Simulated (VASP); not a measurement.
# OH on Ni(111): which site?, part 7 of 8

Which site of Ni(111) does OH prefer, and what does it do to the work function?

VASP 6.6.1, plane waves and PAW; the level of theory is named at each step.

Still holding for the runs below: The magnetic state follows from one typed start and may not be the lowest.

So far. Step 8 (Potential and states with the adsorbate, site ontop): The vacuum level lies 4.20 eV above the Fermi level at the upper face; the two faces differ by 0.81 eV, the step that the slab's dipole of -0.096 e·Å makes.

## (10) Going on with the relaxation

Level of this step: PBE, spin-polarised from a ferromagnetic start; plane waves and PAW (Ni, O, H) (VASP).

The relaxation goes on from its last finished geometry.

The input, INCAR:

```
SYSTEM = Ni12HO
PREC = Normal
ENCUT = 440
EDIFF = 1E-05
NELM = 120
ISMEAR = 1
SIGMA = 0.15
LREAL = Auto
ALGO = Fast
GGA = PE
NBANDS = 92
ISPIN = 2
MAGMOM = 1 1 1 1 1 1 1 1 1 1 1 1 0 0
LASPH = .TRUE.
LMAXMIX = 4
LORBIT = 11
LWAVE = .FALSE.
LCHARG = .FALSE.
KPAR = 4
IBRION = 2
NSW = 50
ISIF = 2
EDIFFG = -0.03
POTIM = 0.25
MAXMIX = 40
IDIPOL = 3
LDIPOL = .TRUE.
DIPOL = 0.5 0.5 0.527
```

The input, POSCAR:

```
Ni12HO
1.0
    4.9754855063      0.0000000000      0.0000000000
    2.4877427531      4.3088968446      0.0000000000
    0.0000000000      0.0000000000     19.0624669043
Ni O H
12 1 1
Selective dynamics
Direct
    0.1666666700      0.1666666700      0.3934433100  F F F
    0.6666666700      0.1666666700      0.3934433100  F F F
    0.1666666700      0.6666666700      0.3934433100  F F F
    0.6666666700      0.6666666700      0.3934433100  F F F
    0.8369773661      0.3325320375      0.4960993495  T T T
    0.3304905864      0.3325320375      0.4960993495  T T T
    0.8344724279      0.8310551343      0.5036728365  T T T
    0.3350666415      0.8298667069      0.4990937533  T T T
    0.0070361062      0.9806776964      0.6108768859  T T T
    0.5122861974      0.9806776964      0.6108768859  T T T
    0.9987404823      0.5025190355      0.6055263801  T T T
    0.5126642372      0.4746715256      0.6009106885  T T T
    0.2043702803      0.0912594394      0.6892745427  T T T
    0.2498909892      0.0002180216      0.7385300702  T T T
```

The input, KPOINTS:

```
Automatic mesh
0
Gamma
6 6 1
0 0 0
```

The projector-augmented-wave data sets are Ni, O and H (PBE family, release 64).

Command:

```bash
$ mpirun -np 4 vasp_std
```

What it wrote:

```text
[... set-up lines as in an earlier step ...]
 entering main loop
       N       E                     dE             d eps       ncg     rms          rms(c)
DAV:   1     0.938490202878E+03    0.93849E+03   -0.49916E+04  4792   0.129E+03
DAV:   2     0.314013613932E+02   -0.90709E+03   -0.84798E+03  4792   0.314E+02
DAV:   3    -0.776910329642E+02   -0.10909E+03   -0.99078E+02  5628   0.134E+02
DAV:   4    -0.838848185058E+02   -0.61938E+01   -0.61068E+01  5344   0.321E+01
[...]
RMM:  38    -0.711466835396E+02   -0.48972E-04   -0.38591E-06  2975   0.444E-03    0.245E-03
RMM:  39    -0.711466984270E+02   -0.14887E-04   -0.11771E-06  2025   0.255E-03    0.203E-03
RMM:  40    -0.711467063511E+02   -0.79241E-05   -0.21422E-07  1487   0.191E-03
   1 F= -.71146706E+02 E0= -.71144370E+02  d E =-.711467E+02  mag=     9.1179
[... from here on, the cycles between the ionic steps are left out ...]
   2 F= -.71185122E+02 E0= -.71182991E+02  d E =-.384160E-01  mag=     9.1492
   3 F= -.71194639E+02 E0= -.71192449E+02  d E =-.479329E-01  mag=     9.1393
   5 F= -.71247502E+02 E0= -.71245223E+02  d E =-.528630E-01  mag=     8.9888
   7 F= -.71260523E+02 E0= -.71258338E+02  d E =-.113157E-01  mag=     8.9900
   9 F= -.71270178E+02 E0= -.71268515E+02  d E =-.209707E-01  mag=     8.8367
  11 F= -.71286567E+02 E0= -.71284729E+02  d E =-.511049E-02  mag=     8.8848
  13 F= -.71290412E+02 E0= -.71288652E+02  d E =-.895493E-02  mag=     8.7932
  15 F= -.71296008E+02 E0= -.71294231E+02  d E =-.307279E-02  mag=     8.8179
  17 F= -.71316299E+02 E0= -.71314542E+02  d E =-.233637E-01  mag=     8.7199
  19 F= -.71322413E+02 E0= -.71320623E+02  d E =-.294775E-01  mag=     8.6301
  21 F= -.71328707E+02 E0= -.71327000E+02  d E =-.629365E-02  mag=     8.6388
  23 F= -.71336261E+02 E0= -.71334581E+02  d E =-.755452E-02  mag=     8.6313
  25 F= -.71338757E+02 E0= -.71337102E+02  d E =-.100504E-01  mag=     8.6243
  27 F= -.71342222E+02 E0= -.71340703E+02  d E =-.346529E-02  mag=     8.6378
  29 F= -.71344182E+02 E0= -.71342749E+02  d E =-.179394E-02  mag=     8.6449
  31 F= -.71349368E+02 E0= -.71348245E+02  d E =-.211016E-02  mag=     8.6478
  33 F= -.71351742E+02 E0= -.71350736E+02  d E =-.225295E-02  mag=     8.6424
[...]
hard stop encountered!  aborting job ...
[...]
soft stop encountered!  aborting job ...
  34 F= -.71346425E+02 E0= -.71345670E+02  d E =-.226388E-02  mag=     8.6196
 deleting file STOPCAR
```

The job ended after 40 min (4 MPI ranks of Intel Xeon Platinum 8488C (Sapphire Rapids), shared host; peak memory 2.8 GiB).

The run was stopped at its time limit, and its numbers are not used.

## (11) Relaxing the adsorbate, site fcc

INCAR, as its differences from that of step 10:

```diff
@@ -23,3 +23,3 @@
 EDIFFG = -0.03
-POTIM = 0.25
+POTIM = 0.4
 MAXMIX = 40
@@ -27,2 +27,2 @@
 LDIPOL = .TRUE.
-DIPOL = 0.5 0.5 0.527
+DIPOL = 0.5 0.5 0.525
```

The input, POSCAR:

```
Ni12HO
1.0
    4.9754855063      0.0000000000      0.0000000000
    2.4877427531      4.3088968446      0.0000000000
    0.0000000000      0.0000000000     19.0624669043
Ni O H
12 1 1
Selective dynamics
Direct
    0.1666666700      0.1666666700      0.3934433100  F F F
    0.6666666700      0.1666666700      0.3934433100  F F F
    0.1666666700      0.6666666700      0.3934433100  F F F
    0.6666666700      0.6666666700      0.3934433100  F F F
    0.8333333300      0.3333333300      0.4982770300  T T T
    0.3333333300      0.3333333300      0.4982770300  T T T
    0.8333333300      0.8333333300      0.4982770300  T T T
    0.3333333300      0.8333333300      0.4982770300  T T T
    0.0000000000      0.0000000000      0.6028587200  T T T
    0.5000000000      0.0000000000      0.6028587200  T T T
    0.0000000000      0.5000000000      0.6028587200  T T T
    0.5000000000      0.5000000000      0.6028587200  T T T
    0.1666666700      0.1666666700      0.6631866900  T T T
    0.1666666700      0.1666666700      0.7145966200  T T T
```

KPOINTS is that of step 10.

Command:

```bash
$ mpirun -np 4 vasp_std
```

What it wrote:

```text
[... set-up lines as in an earlier step ...]
 entering main loop
       N       E                     dE             d eps       ncg     rms          rms(c)
DAV:   1     0.955736790305E+03    0.95574E+03   -0.50135E+04  2576   0.130E+03
DAV:   2     0.354528542193E+02   -0.92028E+03   -0.85858E+03  2576   0.315E+02
DAV:   3    -0.774746703848E+02   -0.11293E+03   -0.10364E+03  2944   0.137E+02
DAV:   4    -0.833337256742E+02   -0.58591E+01   -0.57702E+01  2832   0.321E+01
[...]
RMM:  38    -0.710437230519E+02   -0.19395E-04   -0.73568E-07   973   0.223E-03    0.328E-03
RMM:  39    -0.710437359571E+02   -0.12905E-04   -0.55816E-07   916   0.202E-03    0.216E-03
RMM:  40    -0.710437417544E+02   -0.57973E-05   -0.18857E-07   717   0.169E-03
   1 F= -.71043742E+02 E0= -.71039170E+02  d E =-.710437E+02  mag=     7.8993
[... from here on, the cycles between the ionic steps are left out ...]
   2 F= -.70891957E+02 E0= -.70891602E+02  d E =0.151785E+00  mag=     8.4050
   3 F= -.71193029E+02 E0= -.71190702E+02  d E =-.149288E+00  mag=     8.1243
[...]
9 F= -.71357535E+02 E0= -.71356608E+02  d E =-.240074E-01  mag=     8.4300
  11 F= -.71365837E+02 E0= -.71364817E+02  d E =-.323099E-01  mag=     8.4651
  13 F= -.71379545E+02 E0= -.71378576E+02  d E =-.137082E-01  mag=     8.4908
  15 F= -.71381379E+02 E0= -.71380419E+02  d E =-.155420E-01  mag=     8.5045
  17 F= -.71384460E+02 E0= -.71383373E+02  d E =-.308103E-02  mag=     8.4955
  19 F= -.71390343E+02 E0= -.71388993E+02  d E =-.588264E-02  mag=     8.5279
  21 F= -.71394950E+02 E0= -.71393225E+02  d E =-.460691E-02  mag=     8.5470
  23 F= -.71397428E+02 E0= -.71395573E+02  d E =-.247818E-02  mag=     8.5697
  25 F= -.71400268E+02 E0= -.71398182E+02  d E =-.283981E-02  mag=     8.5573
  27 F= -.71400623E+02 E0= -.71398478E+02  d E =-.251687E-03  mag=     8.5536
  29 F= -.71400778E+02 E0= -.71398597E+02  d E =-.165694E-03  mag=     8.5494
  31 F= -.71400779E+02 E0= -.71398587E+02  d E =-.167212E-03  mag=     8.5475
  32 F= -.71400781E+02 E0= -.71398585E+02  d E =-.168810E-03  mag=     8.5470
  33 F= -.71400828E+02 E0= -.71398622E+02  d E =-.476293E-04  mag=     8.5477
 trial-energy change:   -0.000048  1 .order   -0.000035   -0.000042   -0.000028
 step:   1.0337(harm=  1.0337)  dis= 0.00118  next Energy=   -71.400843 (dE=-0.626E-04)
 reached required accuracy - stopping structural energy minimisation
```

It took 21 min on 4 MPI ranks; peak memory 2.1 GiB.

Parts of OUTCAR (step 11):

```text
  Total       -3.1053407     -3.1053407     -0.3832458      0.0000000      0.0000000      0.0000000
  in kB      -12.1741646    -12.1741646     -1.5024752      0.0000000      0.0000000      0.0000000
  external PRESSURE =      -8.6169348 kB  Pullay stress =       0.0000000 kB

 POSITION                                       TOTAL-FORCE (eV/Angst)
 -----------------------------------------------------------------------------------
      1.24387      0.71815      7.50000        -0.000000     -0.000000     -0.183497
      3.73161      0.71815      7.50000         0.000000     -0.076835      0.052493
      2.48774      2.87260      7.50000        -0.066541      0.038418      0.052493
      4.97549      2.87260      7.50000         0.066541      0.038418      0.052493
      4.98073      1.43327      9.47710         0.005330     -0.003077      0.000960
      2.48250      1.43327      9.47710        -0.005330     -0.003077      0.000960
      6.21936      3.59075      9.58309        -0.000000     -0.000000      0.016193
      3.73161      3.59680      9.47710        -0.000000      0.006154      0.000960
      7.43670      4.29358     11.54847        -0.007643     -0.004412      0.001995
      5.00202      4.29358     11.54847         0.007643     -0.004412      0.001995
      6.21936      2.18509     11.54847        -0.000000      0.008825      0.001995
      3.73161      2.15445     11.41944        -0.000000     -0.000000     -0.028478
      1.24387      0.71815     12.87327        -0.000000     -0.000000      0.017420
      1.24387      0.71815     13.84480        -0.000000     -0.000000      0.012017
 -----------------------------------------------------------------------------------
    total drift:                                0.000016      0.000009     -0.040478

  FREE ENERGIE OF THE ION-ELECTRON SYSTEM (eV)
  ---------------------------------------------------
  free  energy   TOTEN  =       -71.4008283641 eV

  energy  without entropy=      -71.3942079341  energy(sigma->0) =      -71.39862155

 magnetization (x)
# of ion       s       p       d       tot
------------------------------------------
    1       -0.007  -0.022   0.735   0.706
    2       -0.004  -0.023   0.742   0.715
    3       -0.004  -0.023   0.742   0.715
    4       -0.004  -0.023   0.742   0.715
    5       -0.005  -0.025   0.795   0.765
    6       -0.005  -0.025   0.795   0.765
    7       -0.008  -0.019   0.629   0.602
    8       -0.005  -0.025   0.795   0.765
    9       -0.007  -0.022   0.743   0.714
   10       -0.007  -0.022   0.743   0.714
   11       -0.007  -0.022   0.743   0.714
   12       -0.006  -0.025   0.773   0.741
   13        0.006   0.067   0.000   0.074
   14       -0.000   0.001   0.000   0.001
--------------------------------------------------
tot         -0.063  -0.209   8.977   8.705

[... 3 parts as in an earlier step ...]

[... 1 further part left out ...]
[key lines of the parts left out:]
E-fermi :   0.4551
```

Step by step (22 of 33):

```
step  energy less that of the first step (eV)  largest force (eV/Å)
   1                                   0.0000                2.9163
   3                                  -0.1493                2.5825
   4                                  -0.2299                1.3307
   6                                  -0.2783                0.4941
   7                                  -0.2898                1.1223
   9                                  -0.3138                0.4331
  10                                  -0.3204                0.5531
  12                                  -0.3268                0.3248
  13                                  -0.3358                0.1873
  15                                  -0.3376                0.2860
  16                                  -0.3404                0.1574
  18                                  -0.3435                0.2090
  19                                  -0.3466                0.2026
  21                                  -0.3512                0.3170
  22                                  -0.3529                0.1251
  24                                  -0.3549                0.1187
  25                                  -0.3565                0.0651
  27                                  -0.3569                0.0412
  28                                  -0.3569                0.0878
  30                                  -0.3570                0.0462
  31                                  -0.3570                0.0358
  33                                  -0.3571                0.0285
```

The atoms that moved most (Å):

```
atom      dx      dy      dz  length
 O13   0.000   0.000   0.231   0.231
 H14   0.000   0.000   0.223   0.223
 Ni7   0.000   0.000   0.085   0.085
Ni12   0.000   0.000  -0.073   0.073
Ni10   0.027  -0.015   0.056   0.064
 Ni9  -0.027  -0.015   0.056   0.064
Ni11   0.000   0.031   0.056   0.064
 Ni5   0.005  -0.003  -0.021   0.022
```

The relaxed structure:

```cif
data_structure
_symmetry_space_group_name_H-M 'P 1'
_symmetry_Int_Tables_number 1
_cell_length_a 4.9755
_cell_length_b 4.9755
_cell_length_c 19.0625
_cell_angle_alpha 90.000
_cell_angle_beta 90.000
_cell_angle_gamma 60.000
_cell_volume 408.68
loop_
_atom_site_label
_atom_site_type_symbol
_atom_site_fract_x
_atom_site_fract_y
_atom_site_fract_z
_atom_site_occupancy
Ni1 Ni 0.16667 0.16667 0.39344 1
Ni2 Ni 0.66667 0.16667 0.39344 1
Ni3 Ni 0.16667 0.66667 0.39344 1
Ni4 Ni 0.66667 0.66667 0.39344 1
Ni5 Ni 0.83474 0.33263 0.49716 1
Ni6 Ni 0.33263 0.33263 0.49716 1
Ni7 Ni 0.83333 0.83333 0.50272 1
Ni8 Ni 0.33263 0.83474 0.49716 1
Ni9 Ni 0.99644 0.99644 0.60582 1
Ni10 Ni 0.50711 0.99644 0.60582 1
Ni11 Ni 0.99644 0.50711 0.60582 1
Ni12 Ni 0.50000 0.50000 0.59905 1
O13 O 0.16667 0.16667 0.67532 1
H14 H 0.16667 0.16667 0.72629 1
```

The run ended after 33 ionic steps, 0.357 eV below its first step, once the forces on the free atoms met EDIFFG = -0.03.

## (12) Potential and states with the adsorbate, site fcc

The input, INCAR:

```
SYSTEM = Ni12HO
PREC = Normal
ENCUT = 440
EDIFF = 1E-06
NELM = 120
ISMEAR = 1
SIGMA = 0.15
LREAL = Auto
ALGO = Fast
GGA = PE
NBANDS = 92
ISPIN = 2
MAGMOM = 1 1 1 1 1 1 1 1 1 1 1 1 0 0
LASPH = .TRUE.
LMAXMIX = 4
LORBIT = 11
LWAVE = .FALSE.
LCHARG = .FALSE.
KPAR = 4
IDIPOL = 3
LDIPOL = .TRUE.
DIPOL = 0.5 0.5 0.528
LVHAR = .TRUE.
LVACPOTAV = .TRUE.
NEDOS = 1500
```

The input, POSCAR:

```
Ni12HO
1.0
    4.9754855063      0.0000000000      0.0000000000
    2.4877427531      4.3088968446      0.0000000000
    0.0000000000      0.0000000000     19.0624669043
Ni O H
12 1 1
Selective dynamics
Direct
    0.1666666700      0.1666666700      0.3934433100  F F F
    0.6666666700      0.1666666700      0.3934433100  F F F
    0.1666666700      0.6666666700      0.3934433100  F F F
    0.6666666700      0.6666666700      0.3934433100  F F F
    0.8347388864      0.3326305518      0.4971602923  T T T
    0.3326305518      0.3326305518      0.4971602923  T T T
    0.8333333300      0.8333333300      0.5027205153  T T T
    0.3326305518      0.8347388864      0.4971602923  T T T
    0.9964448494      0.9964448494      0.6058223434  T T T
    0.5071103011      0.9964448494      0.6058223434  T T T
    0.9964448494      0.5071103011      0.6058223434  T T T
    0.5000000000      0.5000000000      0.5990538630  T T T
    0.1666666700      0.1666666700      0.6753203264  T T T
    0.1666666700      0.1666666700      0.7262858045  T T T
```

KPOINTS is that of step 11.

Command:

```bash
$ mpirun -np 4 vasp_std
```

What it wrote:

```text
[... set-up lines as in an earlier step ...]
 entering main loop
       N       E                     dE             d eps       ncg     rms          rms(c)
DAV:   1     0.948186344606E+03    0.94819E+03   -0.50068E+04  2576   0.130E+03
DAV:   2     0.334971378175E+02   -0.91469E+03   -0.85490E+03  2576   0.314E+02
DAV:   3    -0.780079108782E+02   -0.11151E+03   -0.10168E+03  3072   0.136E+02
DAV:   4    -0.839413660129E+02   -0.59335E+01   -0.58388E+01  2856   0.322E+01
[...]
RMM:  40    -0.714008343388E+02   -0.16413E-05   -0.35017E-08  1486   0.704E-04    0.179E-03
RMM:  41    -0.714008356104E+02   -0.12716E-05   -0.39504E-08  1690   0.804E-04    0.143E-03
RMM:  42    -0.714008363337E+02   -0.72334E-06   -0.16866E-08  1448   0.695E-04
 [... a notice as in an earlier step ...]

   1 F= -.71400836E+02 E0= -.71398629E+02  d E =-.662349E-02  mag=     8.5473
```

Elapsed: 2.9 min, on 4 MPI ranks; peak memory 2 GiB; 12 min of CPU time.

OUTCAR, selected parts (step 12):

```text
  Total       -3.1053044     -3.1053044     -0.3837039      0.0000000     -0.0000000      0.0000000
  in kB      -12.1740224    -12.1740224     -1.5042710      0.0000000     -0.0000000      0.0000000
  external PRESSURE =      -8.6174386 kB  Pullay stress =       0.0000000 kB

 POSITION                                       TOTAL-FORCE (eV/Angst)
 -----------------------------------------------------------------------------------
      1.24387      0.71815      7.50000         0.000000      0.000000     -0.183481
      3.73161      0.71815      7.50000         0.000000     -0.076871      0.052509
      2.48774      2.87260      7.50000        -0.066572      0.038435      0.052509
      4.97549      2.87260      7.50000         0.066572      0.038435      0.052509
      4.98073      1.43327      9.47710         0.005651     -0.003262      0.001184
      2.48250      1.43327      9.47710        -0.005651     -0.003262      0.001184
      6.21936      3.59075      9.58309         0.000000     -0.000000      0.017251
      3.73161      3.59680      9.47710        -0.000000      0.006525      0.001184
      7.43670      4.29358     11.54847        -0.008271     -0.004775      0.002013
      5.00202      4.29358     11.54847         0.008271     -0.004775      0.002013
      6.21936      2.18509     11.54847        -0.000000      0.009550      0.002013
      3.73161      2.15445     11.41944         0.000000     -0.000000     -0.029801
      1.24387      0.71815     12.87327         0.000000      0.000000      0.016532
      1.24387      0.71815     13.84480         0.000000      0.000000      0.012381
 -----------------------------------------------------------------------------------
    total drift:                                0.000016      0.000009     -0.041361

  FREE ENERGIE OF THE ION-ELECTRON SYSTEM (eV)
  ---------------------------------------------------
  free  energy   TOTEN  =       -71.4008363337 eV

  energy  without entropy=      -71.3942128400  energy(sigma->0) =      -71.39862850

 magnetization (x)
# of ion       s       p       d       tot
------------------------------------------
    1       -0.007  -0.022   0.735   0.706
    2       -0.004  -0.023   0.742   0.715
    3       -0.004  -0.023   0.742   0.715
    4       -0.004  -0.023   0.742   0.715
    5       -0.005  -0.025   0.795   0.765
    6       -0.005  -0.025   0.795   0.765
    7       -0.008  -0.019   0.629   0.602
    8       -0.005  -0.025   0.795   0.765
    9       -0.007  -0.022   0.743   0.714
   10       -0.007  -0.022   0.743   0.714
   11       -0.007  -0.022   0.743   0.714
   12       -0.006  -0.025   0.773   0.741
   13        0.006   0.067   0.000   0.074
   14       -0.000   0.001   0.000   0.001
--------------------------------------------------
tot         -0.063  -0.209   8.978   8.705

[... 2 parts as in an earlier step ...]

[... 1 further part left out ...]
[key lines of the parts left out:]
E-fermi :   0.4651
```

Zero at the Fermi level. The planar average of the electrostatic potential by height:

height (Å), planar average of the electrostatic potential (eV) and a bar from the least value:
```
        0        3.1 ##########################
        1        5.0 ##############################
        2        5.0 ##############################
        3        5.0 ##############################
        4        5.0 ##############################
        5        5.0 ##############################
        6        4.1 ############################
        7       -8.2 ##
        8       -8.3 ##
        9       -8.5 ##
       10       -8.7 #
       11       -7.9 ###
       12       -9.4 
       13        0.7 #####################
       14        2.6 #########################
       15        3.0 ##########################
       16        3.1 ##########################
       17        3.1 ##########################
       18        3.1 ##########################
```

The map of layer states is cut here 0.5 eV above the Fermi level, so it leaves out the states above that.

At the end the adsorbate's closest contact with the slab is O-Ni at 1.98 Å, 1.47 Å to the side of the slab's atom, and its lowest atom lies 1.32 Å above the highest atom of the slab.

The vacuum level lies 3.07 eV above the Fermi level at the upper face; the two faces differ by 1.97 eV, the step that the slab's dipole of -0.233 e·Å makes.

VASP counts the dipole in electrons times Å, so a positive number points the physical dipole along −c.

The program found no field-free point at its default tolerance, but its printed level agrees with the flat part of the planar average.

On this mesh the fine structure of the density of states is sampling noise, and high empty states may be cut by the number of bands.

(Continued in part 8 of 8.)

[Lines on the potential files, build, host, timing and source positions are cut from VASP's logs without a mark.]

[Logs are printed without paths, hosts, clocks, repeated set-up lines and the standing remarks that a program may print on its own settings, such as how far it seeks lower states.]

[Hosts, paths, dates, database ids (printed as entryN), source tags and the programs' standing remarks are cut or masked in the printed files.]

[Runs that stopped without an error message from VASP are left out.]
